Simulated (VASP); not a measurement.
# YAl2: accuracy against cost in the speed settings and smearing, part 2 of 5

How sensitive are energy and pressure of YAl2 to the speed settings and smearing? The series runs use LDA. The start is a computed cell from the Materials Project.

VASP 6.6.1; LDA; plane waves and PAW (Y_sv, Al).

Still holding for the runs below: The k-mesh is coarse for a metal.

So far. Step 4 (Speed settings: KPAR = 1, NCORE = 8): Against the first of the series the energy stays within 0.01 meV an atom and the pressure within 0.01 GPa, after 13 cycles in 13 s.

### Step 5. Speed settings: KPAR = 2, NCORE = 1

Contents of INCAR:

```
SYSTEM = YAl2
PREC = Accurate
ENCUT = 400
EDIFF = 1E-06
NELM = 100
ISMEAR = -1
SIGMA = 0.05
LREAL = .FALSE.
ALGO = Normal
GGA = CA
NBANDS = 23
LASPH = .TRUE.
LORBIT = 11
LWAVE = .FALSE.
LCHARG = .FALSE.
KPAR = 2
NCORE = 1
ISIF = 2
```

Contents of POSCAR:

```
YAl2
1.0
    0.0000000000      3.9244367451      3.9244367451
    3.9244367451      0.0000000000      3.9244367451
    3.9244367451      3.9244367451      0.0000000000
Y Al
2 4
Direct
    0.7500000000      0.7500000000      0.7500000000
    0.5000000000      0.5000000000      0.5000000000
    0.1250000000      0.6250000000      0.1250000000
    0.1250000000      0.1250000000      0.6250000000
    0.6250000000      0.1250000000      0.1250000000
    0.1250000000      0.1250000000      0.1250000000
```

Contents of KPOINTS:

```
Automatic mesh
0
Gamma
6 6 6
0 0 0
```

PAW data sets: Y_sv and Al (PBE family, release 64).

Command:

```bash
$ mpirun -np 8 vasp_std
```

The log of the run:

```text
[banner, memory and clock lines left out]
running    8 mpi-ranks, on    1 nodes
[...]
[... a notice as in an earlier step ...]

 [... a notice as in an earlier step ...]

 LDA part: xc-table for (Slater(with rela. corr.)+CA(PZ))
 , standard interpolation
 [... a notice as in an earlier step ...]

 POSCAR, INCAR and KPOINTS ok, starting setup
[...]
entering main loop
       N       E                     dE             d eps       ncg     rms          rms(c)
[... 2 cycles as in an earlier step ...]
DAV:   3    -0.350793544385E+02   -0.99665E+01   -0.98208E+01  1392   0.432E+01
DAV:   4    -0.354510063147E+02   -0.37165E+00   -0.37129E+00   952   0.923E+00
DAV:   5    -0.354668051520E+02   -0.15799E-01   -0.15798E-01  1232   0.156E+00    0.361E+01
DAV:   6    -0.341402833314E+02    0.13265E+01   -0.39190E+00   896   0.716E+00    0.269E+01
DAV:   7    -0.340770744589E+02    0.63209E-01   -0.13213E+00  1224   0.459E+00    0.689E+00
[... 2 cycles as in an earlier step ...]
DAV:  10    -0.340513119339E+02    0.21214E-03   -0.25244E-03  1080   0.293E-01    0.685E-02
DAV:  11    -0.340513029522E+02    0.89817E-05   -0.21935E-04  1008   0.763E-02    0.680E-02
DAV:  12    -0.340513027979E+02    0.15427E-06   -0.53343E-05  1000   0.391E-02    0.352E-02
DAV:  13    -0.340513016845E+02    0.11134E-05   -0.72480E-06   904   0.153E-02    0.450E-03
DAV:  14    -0.340513017092E+02   -0.24704E-07   -0.21379E-07   552   0.256E-03
   1 F= -.34051302E+02 E0= -.34035053E+02  d E =-.324975E-01
```

The job ended after 13 s (8 MPI ranks of Intel Xeon Platinum 8259CL at 2.50GHz (Skylake/Cascade Lake), shared host; peak memory 1.2 GiB).

OUTCAR, selected parts (step 5):

```text
  Total       -2.4540927     -2.4540927     -2.4540927      0.0000000      0.0000000      0.0000000
  in kB      -32.5266655    -32.5266655    -32.5266655      0.0000000      0.0000000      0.0000000
  external PRESSURE =     -32.5266655 kB  Pullay stress =       0.0000000 kB

 POSITION                                       TOTAL-FORCE (eV/Angst)
 -----------------------------------------------------------------------------------
      5.88666      5.88666      5.88666         0.000000      0.000000      0.000000
      3.92444      3.92444      3.92444        -0.000000     -0.000000     -0.000000
      2.94333      0.98111      2.94333         0.000000      0.000000     -0.000000
      2.94333      2.94333      0.98111         0.000000      0.000000     -0.000000
      0.98111      2.94333      2.94333         0.000000      0.000000     -0.000000
      0.98111      0.98111      0.98111         0.000000      0.000000     -0.000000
 -----------------------------------------------------------------------------------
    total drift:                                0.000000      0.000000      0.000000

  FREE ENERGIE OF THE ION-ELECTRON SYSTEM (eV)
  ---------------------------------------------------
  free  energy   TOTEN  =       -34.0513017092 eV

  energy  without entropy=      -34.0188042313  energy(sigma->0) =      -34.03505297

[... 2 parts as in an earlier step ...]

[... 1 further part left out ...]
[key lines of the parts left out:]
E-fermi :   5.6795
```

Against the first of the series the energy stays within 0.01 meV an atom and the pressure within 0.01 GPa, after 14 cycles in 13 s.

### Step 6. Speed settings: KPAR = 2, NCORE = 4

Edit INCAR of step 5 so:

```diff
@@ -16,3 +16,3 @@
 KPAR = 2
-NCORE = 1
+NCORE = 4
 ISIF = 2
```

POSCAR is that of step 5.

KPOINTS is that of step 5.

Command:

```bash
$ mpirun -np 8 vasp_std
```

The log of the run:

```text
[banner, memory and clock lines left out]
running    8 mpi-ranks, on    1 nodes
[...]
[... a notice as in an earlier step ...]

 LDA part: xc-table for (Slater(with rela. corr.)+CA(PZ))
 , standard interpolation
 POSCAR, INCAR and KPOINTS ok, starting setup
[...]
entering main loop
       N       E                     dE             d eps       ncg     rms          rms(c)
DAV:   1     0.100227572335E+03    0.10023E+03   -0.13417E+04   736   0.110E+03
DAV:   2    -0.256392001747E+02   -0.12587E+03   -0.12214E+03   863   0.245E+02
DAV:   3    -0.350648230637E+02   -0.94256E+01   -0.93153E+01  1314   0.429E+01
DAV:   4    -0.354530862700E+02   -0.38826E+00   -0.38760E+00   923   0.944E+00
DAV:   5    -0.354667993243E+02   -0.13713E-01   -0.13712E-01  1170   0.153E+00    0.361E+01
DAV:   6    -0.341391594287E+02    0.13276E+01   -0.41531E+00   862   0.748E+00    0.269E+01
[... 1 cycle as in an earlier step ...]
DAV:   8    -0.340536362696E+02    0.24549E-01   -0.30672E-01   863   0.234E+00    0.720E-01
DAV:   9    -0.340515539481E+02    0.20823E-02   -0.28258E-02   949   0.719E-01    0.320E-01
DAV:  10    -0.340513102224E+02    0.24373E-03   -0.28078E-03  1025   0.310E-01    0.687E-02
DAV:  11    -0.340513035891E+02    0.66334E-05   -0.23445E-04   954   0.783E-02    0.770E-02
DAV:  12    -0.340513023727E+02    0.12164E-05   -0.53336E-05   951   0.400E-02    0.266E-02
DAV:  13    -0.340513016887E+02    0.68397E-06   -0.46030E-06   786   0.124E-02
   1 F= -.34051302E+02 E0= -.34035053E+02  d E =-.324970E-01
```

Elapsed: 11 s, on 8 MPI ranks; peak memory 1.1 GiB; 70 s of CPU time.

OUTCAR, selected parts (step 6):

```text
  Total       -2.4532911     -2.4532911     -2.4532911     -0.0000000      0.0000000     -0.0000000
  in kB      -32.5160421    -32.5160421    -32.5160421     -0.0000000      0.0000000     -0.0000000
  external PRESSURE =     -32.5160421 kB  Pullay stress =       0.0000000 kB

 POSITION                                       TOTAL-FORCE (eV/Angst)
 -----------------------------------------------------------------------------------
      5.88666      5.88666      5.88666        -0.000000      0.000000     -0.000000
      3.92444      3.92444      3.92444         0.000000     -0.000000     -0.000000
      2.94333      0.98111      2.94333        -0.000000      0.000000      0.000000
      2.94333      2.94333      0.98111        -0.000000      0.000000      0.000000
      0.98111      2.94333      2.94333        -0.000000      0.000000      0.000000
      0.98111      0.98111      0.98111        -0.000000     -0.000000      0.000000
 -----------------------------------------------------------------------------------
    total drift:                                0.000000      0.000000      0.000000

[... 4 parts as in an earlier step ...]

[... 1 further part left out ...]
[key lines of the parts left out:]
E-fermi :   5.6795
```

Against the first of the series the energy stays within 0.01 meV an atom and the pressure within 0.01 GPa, after 13 cycles in 11 s.

### Step 7. Speed settings: KPAR = 8, NCORE = 1

Edit INCAR of step 6 so:

```diff
@@ -15,4 +15,4 @@
 LCHARG = .FALSE.
-KPAR = 2
-NCORE = 4
+KPAR = 8
+NCORE = 1
 ISIF = 2
```

POSCAR is that of step 6.

KPOINTS is that of step 6.

Command:

```bash
$ mpirun -np 8 vasp_std
```

The log of the run:

```text
[banner, memory and clock lines left out]
running    8 mpi-ranks, on    1 nodes
[...]
[... a notice as in an earlier step ...]

 [... a notice as in an earlier step ...]

 LDA part: xc-table for (Slater(with rela. corr.)+CA(PZ))
 , standard interpolation
 POSCAR, INCAR and KPOINTS ok, starting setup
[...]
entering main loop
       N       E                     dE             d eps       ncg     rms          rms(c)
[... 1 cycle as in an earlier step ...]
DAV:   2    -0.256392001740E+02   -0.12587E+03   -0.12214E+03   863   0.245E+02
DAV:   3    -0.350648230644E+02   -0.94256E+01   -0.93153E+01  1314   0.429E+01
[... 1 cycle as in an earlier step ...]
DAV:   5    -0.354667993245E+02   -0.13713E-01   -0.13712E-01  1170   0.153E+00    0.361E+01
DAV:   6    -0.341391594276E+02    0.13276E+01   -0.41531E+00   862   0.748E+00    0.269E+01
[... 1 cycle as in an earlier step ...]
DAV:   8    -0.340536362692E+02    0.24549E-01   -0.30672E-01   863   0.234E+00    0.720E-01
DAV:   9    -0.340515539483E+02    0.20823E-02   -0.28258E-02   949   0.719E-01    0.320E-01
DAV:  10    -0.340513102225E+02    0.24373E-03   -0.28078E-03  1025   0.310E-01    0.687E-02
DAV:  11    -0.340513035895E+02    0.66329E-05   -0.23445E-04   954   0.783E-02    0.770E-02
DAV:  12    -0.340513023726E+02    0.12169E-05   -0.53336E-05   951   0.400E-02    0.266E-02
DAV:  13    -0.340513016887E+02    0.68387E-06   -0.46030E-06   786   0.124E-02
   1 F= -.34051302E+02 E0= -.34035053E+02  d E =-.324970E-01
```

Run time: 12 s. Hardware: 8 MPI ranks; peak memory 1.6 GiB.

OUTCAR, selected parts (step 7):

```text
  Total       -2.4532912     -2.4532912     -2.4532912      0.0000000      0.0000000      0.0000000
  in kB      -32.5160428    -32.5160428    -32.5160428      0.0000000      0.0000000      0.0000000
  external PRESSURE =     -32.5160428 kB  Pullay stress =       0.0000000 kB

 POSITION                                       TOTAL-FORCE (eV/Angst)
 -----------------------------------------------------------------------------------
      5.88666      5.88666      5.88666        -0.000000     -0.000000     -0.000000
      3.92444      3.92444      3.92444         0.000000      0.000000      0.000000
      2.94333      0.98111      2.94333        -0.000000     -0.000000      0.000000
      2.94333      2.94333      0.98111        -0.000000     -0.000000     -0.000000
      0.98111      2.94333      2.94333        -0.000000     -0.000000     -0.000000
      0.98111      0.98111      0.98111        -0.000000     -0.000000      0.000000
 -----------------------------------------------------------------------------------
    total drift:                                0.000000      0.000000      0.000000

[... 4 parts as in an earlier step ...]

[... 1 further part left out ...]
[key lines of the parts left out:]
E-fermi :   5.6795
```

Against the first of the series the energy stays within 0.01 meV an atom and the pressure within 0.01 GPa, after 13 cycles in 12 s.

### Step 8. Speed settings: LREAL = Auto

Edit INCAR of step 7 so:

```diff
@@ -7,3 +7,3 @@
 SIGMA = 0.05
-LREAL = .FALSE.
+LREAL = Auto
 ALGO = Normal
@@ -16,3 +16,2 @@
 KPAR = 8
-NCORE = 1
 ISIF = 2
```

POSCAR is that of step 7.

KPOINTS is that of step 7.

Command:

```bash
$ mpirun -np 8 vasp_std
```

The log of the run:

```text
[banner, memory and clock lines left out]
running    8 mpi-ranks, on    1 nodes
[...]
[... a notice as in an earlier step ...]

|                                                                             |
|               ----> ADVICE to this user running VASP <----                  |
|                                                                             |
|     You have a (more or less) 'small supercell' and for smaller cells       |
|     it is recommended to use the reciprocal-space projection scheme!        |
|     The real-space optimization is not efficient for small cells and it     |
|     is also less accurate ...                                               |
|     Therefore, set LREAL=.FALSE. in the INCAR file.                         |
|                                                                             |

 [... a notice as in an earlier step ...]

 LDA part: xc-table for (Slater(with rela. corr.)+CA(PZ))
 , standard interpolation
 POSCAR, INCAR and KPOINTS ok, starting setup
[...]
entering main loop
       N       E                     dE             d eps       ncg     rms          rms(c)
DAV:   1     0.100225951931E+03    0.10023E+03   -0.13417E+04   736   0.110E+03
DAV:   2    -0.256409027395E+02   -0.12587E+03   -0.12214E+03   863   0.245E+02
DAV:   3    -0.350663754610E+02   -0.94255E+01   -0.93152E+01  1314   0.429E+01
DAV:   4    -0.354546278859E+02   -0.38825E+00   -0.38759E+00   923   0.944E+00
[...]
DAV:  11    -0.340527462705E+02    0.66309E-05   -0.23446E-04   954   0.783E-02    0.770E-02
DAV:  12    -0.340527450499E+02    0.12206E-05   -0.53319E-05   951   0.400E-02    0.265E-02
DAV:  13    -0.340527443683E+02    0.68161E-06   -0.45941E-06   786   0.124E-02
   1 F= -.34052744E+02 E0= -.34036496E+02  d E =-.324965E-01
```

It took 20 s on 8 MPI ranks; peak memory 1.5 GiB; 2 min of CPU time.

Parts of OUTCAR (step 8):

```text
  Total       -2.4422604     -2.4422604     -2.4422604      0.0000000     -0.0000000      0.0000000
  in kB      -32.3698402    -32.3698402    -32.3698402      0.0000000     -0.0000000      0.0000000
  external PRESSURE =     -32.3698402 kB  Pullay stress =       0.0000000 kB

 POSITION                                       TOTAL-FORCE (eV/Angst)
 -----------------------------------------------------------------------------------
      5.88666      5.88666      5.88666        -0.000000      0.000000      0.000000
      3.92444      3.92444      3.92444         0.000000     -0.000000     -0.000000
      2.94333      0.98111      2.94333        -0.000000     -0.000000      0.000000
      2.94333      2.94333      0.98111        -0.000000     -0.000000      0.000000
      0.98111      2.94333      2.94333        -0.000000     -0.000000      0.000000
      0.98111      0.98111      0.98111        -0.000000     -0.000000      0.000000
 -----------------------------------------------------------------------------------
    total drift:                                0.000000      0.000000      0.000000

  FREE ENERGIE OF THE ION-ELECTRON SYSTEM (eV)
  ---------------------------------------------------
  free  energy   TOTEN  =       -34.0527443683 eV

  energy  without entropy=      -34.0202478207  energy(sigma->0) =      -34.03649609

[... 2 parts as in an earlier step ...]

[... 1 further part left out ...]
[key lines of the parts left out:]
E-fermi :   5.6794
```

Against the first of the series the energy moves by -0.24 meV an atom and the pressure by +0.02 GPa, after 13 cycles in 20 s.

### Step 9. Speed settings: NSIM = 1

Edit INCAR of step 8 so:

```diff
@@ -7,3 +7,3 @@
 SIGMA = 0.05
-LREAL = Auto
+LREAL = .FALSE.
 ALGO = Normal
@@ -17 +17,2 @@
 ISIF = 2
+NSIM = 1
```

POSCAR is that of step 8.

KPOINTS is that of step 8.

Command:

```bash
$ mpirun -np 8 vasp_std
```

The log of the run:

```text
[... set-up lines as in an earlier step ...]
 entering main loop
       N       E                     dE             d eps       ncg     rms          rms(c)
DAV:   1     0.138926128904E+03    0.13893E+03   -0.12774E+04   748   0.110E+03
DAV:   2    -0.201586586533E+02   -0.15908E+03   -0.15079E+03   821   0.287E+02
DAV:   3    -0.337828264163E+02   -0.13624E+02   -0.13308E+02   996   0.565E+01
DAV:   4    -0.353655394604E+02   -0.15827E+01   -0.15697E+01  1079   0.161E+01
[...]
DAV:  11    -0.340513124449E+02   -0.34016E-04   -0.45515E-04   963   0.848E-02    0.107E-01
DAV:  12    -0.340513021704E+02    0.10274E-04   -0.94366E-05   843   0.535E-02    0.333E-02
DAV:  13    -0.340513016392E+02    0.53129E-06   -0.67682E-06   749   0.174E-02
   1 F= -.34051302E+02 E0= -.34035053E+02  d E =-.324968E-01
```

Run time: 12 s. Hardware: 8 MPI ranks; peak memory 1.5 GiB.

From OUTCAR (step 9):

```text
  Total       -2.4554004     -2.4554004     -2.4554004      0.0000000      0.0000000      0.0000000
  in kB      -32.5439983    -32.5439983    -32.5439983      0.0000000      0.0000000      0.0000000
  external PRESSURE =     -32.5439983 kB  Pullay stress =       0.0000000 kB

 POSITION                                       TOTAL-FORCE (eV/Angst)
 -----------------------------------------------------------------------------------
      5.88666      5.88666      5.88666        -0.000000      0.000000     -0.000000
      3.92444      3.92444      3.92444        -0.000000     -0.000000      0.000000
      2.94333      0.98111      2.94333         0.000000     -0.000000      0.000000
      2.94333      2.94333      0.98111         0.000000     -0.000000      0.000000
      0.98111      2.94333      2.94333         0.000000     -0.000000      0.000000
      0.98111      0.98111      0.98111         0.000000     -0.000000      0.000000
 -----------------------------------------------------------------------------------
    total drift:                                0.000000      0.000000      0.000000

  FREE ENERGIE OF THE ION-ELECTRON SYSTEM (eV)
  ---------------------------------------------------
  free  energy   TOTEN  =       -34.0513016392 eV

  energy  without entropy=      -34.0188048779  energy(sigma->0) =      -34.03505326

[... 2 parts as in an earlier step ...]

[... 1 further part left out ...]
[key lines of the parts left out:]
E-fermi :   5.6794
```

Against the first of the series the energy stays within 0.01 meV an atom and the pressure within 0.01 GPa, after 13 cycles in 12 s.

### Step 10. Speed settings: NSIM = 8

Edit INCAR of step 9 so:

```diff
@@ -17,2 +17,2 @@
 ISIF = 2
-NSIM = 1
+NSIM = 8
```

POSCAR is that of step 9.

KPOINTS is that of step 9.

Command:

```bash
$ mpirun -np 8 vasp_std
```

The log of the run:

```text
[... set-up lines as in an earlier step ...]
 entering main loop
       N       E                     dE             d eps       ncg     rms          rms(c)
DAV:   1     0.608916993029E+02    0.60892E+02   -0.13954E+04   736   0.110E+03
DAV:   2    -0.307043050811E+02   -0.91596E+02   -0.89259E+02   974   0.196E+02
DAV:   3    -0.353331266236E+02   -0.46288E+01   -0.45761E+01  1186   0.337E+01
DAV:   4    -0.354646765695E+02   -0.13155E+00   -0.13145E+00  1057   0.538E+00
[...]
DAV:  11    -0.340513015499E+02    0.13583E-04   -0.28615E-04   984   0.895E-02    0.421E-02
DAV:  12    -0.340513024925E+02   -0.94253E-06   -0.32113E-05   927   0.310E-02    0.187E-02
DAV:  13    -0.340513017213E+02    0.77117E-06   -0.50138E-06   911   0.116E-02
   1 F= -.34051302E+02 E0= -.34035053E+02  d E =-.324976E-01
```

It took 15 s on 8 MPI ranks; peak memory 1.6 GiB; 91 s of CPU time.

OUTCAR, selected parts (step 10):

```text
  Total       -2.4556527     -2.4556527     -2.4556527      0.0000000      0.0000000      0.0000000
  in kB      -32.5473417    -32.5473417    -32.5473417      0.0000000      0.0000000      0.0000000
  external PRESSURE =     -32.5473417 kB  Pullay stress =       0.0000000 kB

 POSITION                                       TOTAL-FORCE (eV/Angst)
 -----------------------------------------------------------------------------------
      5.88666      5.88666      5.88666        -0.000000     -0.000000     -0.000000
      3.92444      3.92444      3.92444         0.000000      0.000000      0.000000
      2.94333      0.98111      2.94333        -0.000000     -0.000000      0.000000
      2.94333      2.94333      0.98111        -0.000000     -0.000000      0.000000
      0.98111      2.94333      2.94333        -0.000000     -0.000000      0.000000
      0.98111      0.98111      0.98111        -0.000000     -0.000000      0.000000
 -----------------------------------------------------------------------------------
    total drift:                                0.000000      0.000000      0.000000

  FREE ENERGIE OF THE ION-ELECTRON SYSTEM (eV)
  ---------------------------------------------------
  free  energy   TOTEN  =       -34.0513017213 eV

  energy  without entropy=      -34.0188041353  energy(sigma->0) =      -34.03505293

[... 2 parts as in an earlier step ...]

[... 1 further part left out ...]
[key lines of the parts left out:]
E-fermi :   5.6795
```

Against the first of the series the energy stays within 0.01 meV an atom and the pressure within 0.01 GPa, after 13 cycles in 15 s.

[end of part 2 of 5]

[Lines on the potential files, build, host, timing and source positions are cut from VASP's logs without a mark.]

[Logs are printed without paths, hosts, clocks, repeated set-up lines and the standing remarks that a program may print on its own settings, such as how far it seeks lower states.]

[Hosts, paths, dates, database ids (printed as entryN), source tags and the programs' standing remarks are cut or masked in the printed files.]

[A measured line is paired with the nearest computed mode of its activity, which favours agreement.]
